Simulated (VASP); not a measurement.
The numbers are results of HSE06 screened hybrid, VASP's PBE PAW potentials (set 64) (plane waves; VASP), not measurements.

VASP ran on this input.

POSCAR:
```
NSi62
1
   10.9370747000     0.0000000000     0.0000000000
    0.0000000000    10.9370747000     0.0000000000
    0.0000000000     0.0000000000    10.9370747000
Si N
62 1
Direct
  0.4988908735   0.9989941778   0.9990744833
  0.6290257848   0.1230558751   0.1230735696
  0.7516628050   0.2484367270   0.9960483668
  0.8770706039   0.3710284907   0.1229755251
  0.7518198793   0.9960095796   0.2482452319
  0.8772578325   0.1227941690   0.3709852048
  0.0004146981   0.9996091014   0.9994301337
  0.1293316385   0.1238016061   0.1235167168
  0.2536710353   0.2509242392   0.9992096320
  0.3796899823   0.3755553062   0.1306179431
  0.5000877332   0.4999172325   0.0008088106
  0.6245527256   0.6198067395   0.1309553769
  0.7489906663   0.7462182324   0.9995556828
  0.8761434876   0.8708057363   0.1235838281
  0.2536971861   0.9995890089   0.2507263929
  0.3794868263   0.1305396172   0.3754837574
  0.5099854802   0.2490237512   0.2494308553
  0.7507952137   0.4887367304   0.2499459828
  0.8692408695   0.6201282192   0.3754638886
  0.4999283360   0.0007635429   0.4998985290
  0.6246302942   0.1315042157   0.6188264909
  0.7498429514   0.2504581906   0.4860190500
  0.8685903600   0.3754274780   0.6189751525
  0.7488902609   0.0003767737   0.7457023873
  0.8760656333   0.1238733422   0.8707567175
  0.0012340715   0.5010397246   0.9989826544
  0.1302380116   0.6217422370   0.1313491612
  0.2494919890   0.7505090360   0.0038683235
  0.3782701878   0.8697402485   0.1313099224
  0.0040879367   0.2481189643   0.2481218869
  0.1261226523   0.3751929380   0.3749552519
  0.2608044138   0.5011374089   0.2622625655
  0.3888923580   0.6111067141   0.4050857313
  0.4988098222   0.7390377511   0.2622942958
  0.6246832346   0.8738975176   0.3749074601
  0.0013805786   0.9987169493   0.5007932624
  0.1299200783   0.1314058689   0.6216251924
  0.2604232876   0.2621686322   0.5007055855
  0.3885145092   0.4047250920   0.6114656285
  0.5954788375   0.6116352049   0.6116364925
  0.7378637856   0.7396577801   0.5005608982
  0.8686687318   0.8701913582   0.6215721000
  0.2494658327   0.0042596305   0.7504418030
  0.3784319713   0.1312800340   0.8698693978
  0.4992133998   0.2622693540   0.7390480886
  0.6248042859   0.3751113630   0.8738421671
  0.7378076216   0.5006468506   0.7392717393
  0.8687560593   0.6215889783   0.8700445265
  0.0001042893   0.7461466558   0.2507607774
  0.1267957453   0.8729681658   0.3755543806
  0.9993196977   0.5001246543   0.4999188845
  0.1228962313   0.6274223313   0.6271656525
  0.2515028298   0.7484964306   0.5015191593
  0.3725975293   0.8771795221   0.6270827270
  0.9995219658   0.2510900507   0.7456545658
  0.1263035867   0.3759902020   0.8728272619
  0.2512821659   0.5019923520   0.7485473827
  0.3728171605   0.6271208120   0.8771745007
  0.4978625267   0.7488100535   0.7486449002
  0.6238172894   0.8736895407   0.8731034460
  0.9956542639   0.7505142665   0.7503973074
  0.1245000689   0.8754007835   0.8751117853
  0.4690368355   0.5312704605   0.5318864239
```

File KPOINTS:
```
Automatic mesh
0
Gamma
1 1 1
0 0 0
```

INCAR:
```
SYSTEM = NSi62
PREC = Normal; ENCUT = 400; LREAL = Auto
LASPH = .TRUE.; ISYM = 0; NELECT = 254.0
EDIFF = 1E-5; NELM = 50; NELMIN = 4
ALGO = Normal
ISMEAR = 0; SIGMA = 0.05
GGA = PE; LHFCALC = .TRUE.; AEXX = 0.25
HFSCREEN = 0.2; PRECFOCK = Fast
ISIF = 0
LWAVE = .FALSE.; LCHARG = .FALSE.
```

POTCAR, in this order: Si N (PBE.64 set). Program: vasp_gam. Read from the step before: WAVECAR.

Output

OSZICAR:
```
       N       E                     dE             d eps       ncg     rms          rms(c)
DAV:   1    -0.385013078857E+03   -0.38501E+03   -0.12458E+01   320   0.802E+00    0.187E+01
DAV:   2    -0.385167063600E+03   -0.15398E+00   -0.48081E-01   360   0.143E+00    0.123E+01
DAV:   3    -0.385151303042E+03    0.15761E-01   -0.89796E-02   336   0.667E-01    0.736E+00
DAV:   4    -0.385145899292E+03    0.54037E-02   -0.82360E-02   344   0.580E-01    0.429E+00
DAV:   5    -0.385158311735E+03   -0.12412E-01   -0.38044E-02   360   0.392E-01    0.251E+00
DAV:   6    -0.385149135050E+03    0.91767E-02   -0.53039E-02   352   0.483E-01    0.149E+00
DAV:   7    -0.385147639441E+03    0.14956E-02   -0.60857E-02   352   0.420E-01    0.863E-01
DAV:   8    -0.385153611653E+03   -0.59722E-02   -0.17826E-02   344   0.280E-01    0.591E-01
DAV:   9    -0.385145574870E+03    0.80368E-02   -0.31566E-02   352   0.380E-01    0.342E-01
DAV:  10    -0.385151389833E+03   -0.58150E-02   -0.27044E-02   344   0.255E-01    0.346E-01
DAV:  11    -0.385152742399E+03   -0.13526E-02   -0.16095E-02   336   0.269E-01    0.372E-01
DAV:  12    -0.385145195366E+03    0.75470E-02   -0.30583E-02   344   0.372E-01    0.172E-01
DAV:  13    -0.385152495682E+03   -0.73003E-02   -0.13765E-02   344   0.187E-01    0.299E-01
DAV:  14    -0.385150945334E+03    0.15503E-02   -0.14231E-02   360   0.266E-01    0.306E-01
DAV:  15    -0.385146577986E+03    0.43673E-02   -0.25654E-02   360   0.328E-01    0.165E-01
DAV:  16    -0.385153134276E+03   -0.65563E-02   -0.81720E-03   352   0.162E-01    0.304E-01
DAV:  17    -0.385149060251E+03    0.40740E-02   -0.12896E-02   384   0.277E-01    0.240E-01
DAV:  18    -0.385148084514E+03    0.97574E-03   -0.19325E-02   352   0.273E-01    0.170E-01
DAV:  19    -0.385153117614E+03   -0.50331E-02   -0.42059E-03   344   0.149E-01    0.293E-01
DAV:  20    -0.385147829876E+03    0.52877E-02   -0.14662E-02   392   0.283E-01    0.176E-01
DAV:  21    -0.385149789635E+03   -0.19598E-02   -0.13360E-02   344   0.211E-01    0.190E-01
DAV:  22    -0.385152213344E+03   -0.24237E-02   -0.36307E-03   336   0.159E-01    0.267E-01
DAV:  23    -0.385147378621E+03    0.48347E-02   -0.15352E-02   376   0.273E-01    0.118E-01
DAV:  24    -0.385151202198E+03   -0.38236E-02   -0.76354E-03   344   0.151E-01    0.214E-01
DAV:  25    -0.385150923180E+03    0.27902E-03   -0.45876E-03   360   0.187E-01    0.229E-01
DAV:  26    -0.385147787535E+03    0.31356E-02   -0.14244E-02   376   0.248E-01    0.940E-02
DAV:  27    -0.385151922366E+03   -0.41348E-02   -0.40287E-03   352   0.108E-01    0.227E-01
DAV:  28    -0.385149757042E+03    0.21653E-02   -0.58134E-03   376   0.203E-01    0.191E-01
DAV:  29    -0.385148562142E+03    0.11949E-02   -0.11670E-02   360   0.216E-01    0.112E-01
DAV:  30    -0.385152029934E+03   -0.34678E-02   -0.24683E-03   360   0.102E-01    0.228E-01
DAV:  31    -0.385148901986E+03    0.31279E-02   -0.78831E-03   392   0.216E-01    0.149E-01
DAV:  32    -0.385149598935E+03   -0.69695E-03   -0.88735E-03   336   0.175E-01    0.139E-01
DAV:  33    -0.385151611041E+03   -0.20121E-02   -0.23059E-03   336   0.116E-01    0.216E-01
DAV:  34    -0.385148424330E+03    0.31867E-02   -0.92937E-03   384   0.217E-01    0.105E-01
DAV:  35    -0.385150579409E+03   -0.21551E-02   -0.55497E-03   344   0.131E-01    0.165E-01
DAV:  36    -0.385150839560E+03   -0.26015E-03   -0.28892E-03   360   0.143E-01    0.191E-01
DAV:  37    -0.385148533371E+03    0.23062E-02   -0.92933E-03   376   0.204E-01    0.787E-02
DAV:  38    -0.385151163814E+03   -0.26304E-02   -0.30167E-03   352   0.940E-02    0.179E-01
DAV:  39    -0.385150076184E+03    0.10876E-02   -0.35583E-03   376   0.159E-01    0.162E-01
DAV:  40    -0.385148948440E+03    0.11277E-02   -0.79335E-03   360   0.181E-01    0.838E-02
DAV:  41    -0.385151343251E+03   -0.23948E-02   -0.16712E-03   360   0.807E-02    0.183E-01
DAV:  42    -0.385149469512E+03    0.18737E-02   -0.46033E-03   384   0.170E-01    0.128E-01
DAV:  43    -0.385149585059E+03   -0.11555E-03   -0.62208E-03   336   0.149E-01    0.104E-01
DAV:  44    -0.385151167115E+03   -0.15821E-02   -0.13784E-03   344   0.875E-02    0.176E-01
DAV:  45    -0.385149074522E+03    0.20926E-02   -0.57237E-03   392   0.174E-01    0.926E-02
DAV:  46    -0.385150241580E+03   -0.11671E-02   -0.41318E-03   344   0.115E-01    0.127E-01
DAV:  47    -0.385150718096E+03   -0.47652E-03   -0.16824E-03   344   0.109E-01    0.159E-01
DAV:  48    -0.385149048510E+03    0.16696E-02   -0.60217E-03   376   0.167E-01    0.659E-02
DAV:  49    -0.385150699768E+03   -0.16513E-02   -0.23290E-03   344   0.820E-02    0.141E-01
DAV:  50    -0.385150214290E+03    0.48548E-03   -0.21465E-03   368   0.124E-01
   1 F= -.38515021E+03 E0= -.38514570E+03  d E =-.903170E-02
```

**OUTCAR**
```
------------------------ aborting loop EDIFF was not reached (unconverged)  ----------------------------
  volume of cell :     1308.29
      direct lattice vectors                 reciprocal lattice vectors
    10.937074700  0.000000000  0.000000000     0.091432127  0.000000000  0.000000000
     0.000000000 10.937074700  0.000000000     0.000000000  0.091432127  0.000000000
     0.000000000  0.000000000 10.937074700     0.000000000  0.000000000  0.091432127
 POSITION                                       TOTAL-FORCE (eV/Angst)
 -----------------------------------------------------------------------------------
      5.45641     10.92607     10.92695         0.172530      0.030169      0.027693
      6.87970      1.34587      1.34606        -0.012414     -0.128551     -0.122766
      8.22099      2.71717     10.89386         0.033841     -0.005198      0.036951
      9.59259      4.05797      1.34499        -0.038886      0.058137     -0.031703
      8.22271     10.89343      2.71508         0.038469      0.035427      0.008829
      9.59463      1.34301      4.05749        -0.031476     -0.052578      0.071734
      0.00454     10.93280     10.93084         0.009406      0.028879      0.025315
      1.41451      1.35403      1.35091         0.019823     -0.044339     -0.042716
      2.77442      2.74438     10.92843        -0.009034      0.194523     -0.026518
      4.15270      4.10748      1.42858        -0.099821     -0.215359     -0.058024
      5.46950      5.46763      0.00885         0.007399      0.048110      0.028953
      6.83078      6.77887      1.43227        -0.146414     -0.142464     -0.070251
      8.19177      8.16144     10.93222         0.086429      0.035819      0.085208
      9.58245      9.52407      1.35165         0.005457      0.012434     -0.025563
      2.77471     10.93258      2.74221        -0.009734     -0.028255      0.149231
      4.15048      1.42772      4.10669        -0.067388     -0.061360     -0.164389
      5.57775      2.72359      2.72804        -0.574086      0.132716      0.025769
      8.21150      5.34535      2.73368         0.307701     -0.152887      0.152138
      9.50695      6.78239      4.10648         0.014912     -0.046329     -0.001543
      5.46775      0.00835      5.46743         0.010276      0.027911      0.038990
      6.83163      1.43827      6.76815        -0.118374     -0.085759     -0.127248
      8.20109      2.73928      5.31563         0.352056      0.216580     -0.111923
      9.49984      4.10608      6.76978         0.027290     -0.069819     -0.009441
      8.19067      0.00412      8.15580         0.063473      0.095061      0.024174
      9.58160      1.35481      9.52353         0.014977     -0.030654      0.010386
      0.01350      5.47991     10.92595         0.014081     -0.079390      0.014587
      1.42442      6.80004      1.43658         0.043699      0.057364     -0.026949
      2.72871      8.20837      0.04231         0.043414      0.034265      0.009022
      4.13717      9.51241      1.43615        -0.115145      0.014343     -0.055408
      0.04471      2.71370      2.71373         0.032775      0.001566      0.009626
      1.37941      4.10351      4.10091         0.072247      0.010769     -0.001733
      2.85244      5.48098      2.86839        -0.029610     -0.141493     -0.106553
      4.25334      6.68372      4.43045         0.019448     -0.035836      0.238296
      5.45552      8.08291      2.86873         0.054972      0.030697      0.029550
      6.83221      9.55788      4.10039        -0.001290      0.007865      0.054639
      0.01510     10.92304      5.47721         0.024264      0.015680     -0.102954
      1.42095      1.43720      6.79876         0.037500     -0.035201      0.064761
      2.84827      2.86736      5.47625        -0.029061     -0.094461     -0.125825
      4.24921      4.42651      6.68765         0.033126      0.230723     -0.024073
      6.51280      6.68950      6.68951        -0.260349     -0.051211     -0.033360
      8.07007      8.08969      5.47467         0.005560      0.065386     -0.278045
      9.50069      9.51735      6.79818         0.058920      0.082442      0.102595
      2.72843      0.04659      8.20764         0.049388      0.009024      0.021829
      4.13894      1.43582      9.51383        -0.115036     -0.053041      0.010653
      5.45993      2.86846      8.08302         0.049892      0.030941      0.025200
      6.83353      4.10262      9.55728        -0.002236      0.064483     -0.003183
      8.06946      5.47561      8.08547         0.017939     -0.284342      0.063320
      9.50165      6.79837      9.51574         0.049894      0.093860      0.078151
      0.00114      8.16066      2.74259        -0.099700      0.064107      0.091211
      1.38677      9.54772      4.10747         0.000295     -0.108331     -0.115886
     10.92963      5.46990      5.46765         0.013721      0.044757      0.051147
      1.34413      6.86216      6.85936         0.041092     -0.049932     -0.054759
      2.75071      8.18636      5.48515         0.002754      0.041260      0.069131
      4.07513      9.59378      6.85845         0.034963      0.004043     -0.058973
     10.93185      2.74619      8.15528        -0.103966      0.150646      0.056390
      1.38139      4.11223      9.54618         0.001720     -0.172150     -0.102942
      2.74829      5.49033      8.18692        -0.003846      0.068927      0.036985
      4.07753      6.85887      9.59372         0.040617     -0.059732      0.000470
      5.44516      8.18979      8.18799        -0.109482      0.048711      0.035468
      6.82274      9.55561      9.54920        -0.151529      0.044658      0.058049
     10.88955      8.20843      8.20715         0.026898      0.025814      0.018652
      1.36167      9.57432      9.57116        -0.005592     -0.010238     -0.007353
      5.12989      5.81054      5.81728         0.201256      0.080812      0.064983
 -----------------------------------------------------------------------------------
    total drift:                                0.019080     -0.005015     -0.024928
  FREE ENERGIE OF THE ION-ELECTRON SYSTEM (eV)
  ---------------------------------------------------
  free  energy   TOTEN  =      -385.1502142899 eV

  energy  without entropy=     -385.1411825881  energy(sigma->0) =     -385.14569844

  exchange ACFDT corr.  =         0.00000000  see jH, gK, PRB 81, 115126
```
(Selected blocks of OUTCAR.)

stdout:
```
...
DAV:  31    -0.385148901986E+03    0.31279E-02   -0.78831E-03   392   0.216E-01    0.149E-01
DAV:  32    -0.385149598935E+03   -0.69695E-03   -0.88735E-03   336   0.175E-01    0.139E-01
DAV:  33    -0.385151611041E+03   -0.20121E-02   -0.23059E-03   336   0.116E-01    0.216E-01
DAV:  34    -0.385148424330E+03    0.31867E-02   -0.92937E-03   384   0.217E-01    0.105E-01
DAV:  35    -0.385150579409E+03   -0.21551E-02   -0.55497E-03   344   0.131E-01    0.165E-01
DAV:  36    -0.385150839560E+03   -0.26015E-03   -0.28892E-03   360   0.143E-01    0.191E-01
DAV:  37    -0.385148533371E+03    0.23062E-02   -0.92933E-03   376   0.204E-01    0.787E-02
DAV:  38    -0.385151163814E+03   -0.26304E-02   -0.30167E-03   352   0.940E-02    0.179E-01
DAV:  39    -0.385150076184E+03    0.10876E-02   -0.35583E-03   376   0.159E-01    0.162E-01
DAV:  40    -0.385148948440E+03    0.11277E-02   -0.79335E-03   360   0.181E-01    0.838E-02
DAV:  41    -0.385151343251E+03   -0.23948E-02   -0.16712E-03   360   0.807E-02    0.183E-01
DAV:  42    -0.385149469512E+03    0.18737E-02   -0.46033E-03   384   0.170E-01    0.128E-01
DAV:  43    -0.385149585059E+03   -0.11555E-03   -0.62208E-03   336   0.149E-01    0.104E-01
DAV:  44    -0.385151167115E+03   -0.15821E-02   -0.13784E-03   344   0.875E-02    0.176E-01
DAV:  45    -0.385149074522E+03    0.20926E-02   -0.57237E-03   392   0.174E-01    0.926E-02
DAV:  46    -0.385150241580E+03   -0.11671E-02   -0.41318E-03   344   0.115E-01    0.127E-01
DAV:  47    -0.385150718096E+03   -0.47652E-03   -0.16824E-03   344   0.109E-01    0.159E-01
DAV:  48    -0.385149048510E+03    0.16696E-02   -0.60217E-03   376   0.167E-01    0.659E-02
DAV:  49    -0.385150699768E+03   -0.16513E-02   -0.23290E-03   344   0.820E-02    0.141E-01
DAV:  50    -0.385150214290E+03    0.48548E-03   -0.21465E-03   368   0.124E-01

 -----------------------------------------------------------------------------
|                                                                             |
|           W    W    AA    RRRRR   N    N  II  N    N   GGGG   !!!           |
|           W    W   A  A   R    R  NN   N  II  NN   N  G    G  !!!           |
|           W    W  A    A  R    R  N N  N  II  N N  N  G       !!!           |
|           W WW W  AAAAAA  RRRRR   N  N N  II  N  N N  G  GGG   !            |
|           WW  WW  A    A  R   R   N   NN  II  N   NN  G    G                |
|           W    W  A    A  R    R  N    N  II  N    N   GGGG   !!!           |
|                                                                             |
|     The electronic self-consistency was not achieved in the given           |
|     number of steps (NELM). The forces and other quantities evaluated       |
|     might not be reliable so examine the results carefully. If you find     |
|     spurious results, we suggest increasing NELM, if you were close to      |
|     convergence or switching to a different ALGO or adjusting the           |
|     density mixing parameters otherwise.                                    |
|                                                                             |
 -----------------------------------------------------------------------------

   1 F= -.38515021E+03 E0= -.38514570E+03  d E =-.903170E-02
```

Convergence was not reached.

The cell is charged, with a uniform compensating background. The supercell is sampled at Γ alone, which is coarse: total energies, pressure and levels can be off, energies of defects by several tenths of an eV.

The cell is a supercell with a defect, built from Si (diamond): N_Si-vac_Si, charge -1. The cell's shape comes from a PBE relaxation. The run is not spin-polarised, so no state with unpaired spins was tried.
